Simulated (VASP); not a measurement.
Calculation: PBE GGA, VASP's PBE PAW potentials (set 64) (plane waves; VASP).

A VASP calculation is set up with these files.

KPOINTS:
```
Automatic
0
G
 8 8 8
```

### INCAR
```
! general
SYSTEM  = CuAs
PREC    = Accurate
ENCUT   = 400
LREAL   = F
LASPH   = T

! electronic loop
EDIFF   = 1E-6
NELM    = 100
ALGO    = Normal
LMAXMIX = 4

! smearing
ISMEAR  = 0
SIGMA   = 0.3

! functional
GGA     = PE

! ions
ISIF    = 2

! output
LWAVE   = F
LCHARG  = F
```

**POSCAR**
```
CuAs
5.9798280
  0.5000000000   0.0000000000   0.0000000000
  0.0000000000   0.5000000000   0.0000000000
  0.0000000000   0.0000000000   0.5000000000
Cu As
1 1
Cartesian
  0.0000000000   0.0000000000   0.0000000000
  0.2500000000   0.2500000000   0.2500000000
```

POTCAR, in this order: Cu As (PBE.64 set). Program: vasp_std.

Output

### OUTCAR
```
 ion  position               nearest neighbor table
   1  0.000  0.000  0.000-   2 2.59   2 2.59   2 2.59   2 2.59   2 2.59   2 2.59   2 2.59   2 2.59
  LATTYP: Found a simple cubic cell.
 ALAT       =     2.9899140000
 Subroutine PRICEL returns:
 Original cell was already a primitive cell.
 Subroutine GETGRP returns: Found 48 space group operations
The static configuration has the point symmetry O_h .
The dynamic configuration has the point symmetry O_h .
 Subroutine INISYM returns: Found 48 space group operations
 Subroutine IBZKPT returns following result:
 Found     35 irreducible k-points:

 Following reciprocal coordinates:
            Coordinates               Weight
  0.000000  0.000000  0.000000      1.000000
  0.125000  0.000000  0.000000      6.000000
  0.250000  0.000000  0.000000      6.000000
  0.375000  0.000000  0.000000      6.000000
  0.500000  0.000000  0.000000      3.000000
  0.125000  0.125000  0.000000     12.000000
  0.250000  0.125000  0.000000     24.000000
  0.375000  0.125000  0.000000     24.000000
  0.500000  0.125000  0.000000     12.000000
  0.250000  0.250000  0.000000     12.000000
...
```

### OSZICAR
```
       N       E                     dE             d eps       ncg     rms          rms(c)
DAV:   1     0.705768471044E+02    0.70577E+02   -0.66061E+03   860   0.148E+03
DAV:   2    -0.559772304034E+01   -0.76175E+02   -0.70899E+02   860   0.249E+02
DAV:   3    -0.891233721463E+01   -0.33146E+01   -0.30975E+01  1064   0.633E+01
DAV:   4    -0.896668987434E+01   -0.54353E-01   -0.54247E-01   940   0.691E+00
DAV:   5    -0.896743957233E+01   -0.74970E-03   -0.74961E-03  1072   0.834E-01    0.110E+01
DAV:   6    -0.975480956129E+01   -0.78737E+00   -0.23647E+01   948   0.173E+02    0.906E+00
DAV:   7    -0.762316257778E+01    0.21316E+01   -0.61781E+00   984   0.944E+01    0.205E+00
DAV:   8    -0.759492184647E+01    0.28241E-01   -0.59225E-01  1072   0.232E+01    0.130E+00
DAV:   9    -0.757910643442E+01    0.15815E-01   -0.87120E-02  1084   0.891E+00    0.118E-01
DAV:  10    -0.757934191637E+01   -0.23548E-03   -0.25284E-03  1140   0.120E+00    0.990E-02
DAV:  11    -0.757919799336E+01    0.14392E-03   -0.78437E-04  1180   0.104E+00    0.385E-02
DAV:  12    -0.757918202072E+01    0.15973E-04   -0.84433E-05  1096   0.231E-01    0.137E-02
DAV:  13    -0.757917790606E+01    0.41147E-05   -0.11778E-05  1244   0.102E-01    0.274E-03
DAV:  14    -0.757917741773E+01    0.48833E-06   -0.10039E-06   520   0.224E-02
   1 F= -.75791774E+01 E0= -.75611398E+01  d E =-.360752E-01
```

### OUTCAR
```
------------------------ aborting loop because EDIFF is reached ----------------------------------------
  FORCE on cell =-STRESS in cart. coord.  units (eV):
  Direction    XX          YY          ZZ          XY          YZ          ZX
  --------------------------------------------------------------------------------------
  Total        3.8184403      3.8184403      3.8184403      0.0000000      0.0000000     -0.0000000
  in kB      228.8866686    228.8866686    228.8866686      0.0000000      0.0000000     -0.0000000
  external PRESSURE =     228.8866686 kB  Pullay stress =       0.0000000 kB
  volume of cell :       26.73
      direct lattice vectors                 reciprocal lattice vectors
     2.989914000  0.000000000  0.000000000     0.334457780  0.000000000  0.000000000
     0.000000000  2.989914000  0.000000000     0.000000000  0.334457780  0.000000000
     0.000000000  0.000000000  2.989914000     0.000000000  0.000000000  0.334457780
 POSITION                                       TOTAL-FORCE (eV/Angst)
 -----------------------------------------------------------------------------------
      0.00000      0.00000      0.00000         0.000000      0.000000      0.000000
      1.49496      1.49496      1.49496         0.000000      0.000000      0.000000
 -----------------------------------------------------------------------------------
    total drift:                               -0.000000      0.000000     -0.000000
  FREE ENERGIE OF THE ION-ELECTRON SYSTEM (eV)
  ---------------------------------------------------
  free  energy   TOTEN  =        -7.5791774177 eV

  energy  without entropy=       -7.5431022407  energy(sigma->0) =       -7.56113983
```
(Selected blocks of OUTCAR.)

The structure was generated: CuAs was put into the CsCl type (Pm-3m), which need not be its known phase. The cell was not relaxed at this level. The run is one of a series of settings (SIGMA = 0.3 against the base run), some of them coarse on purpose.
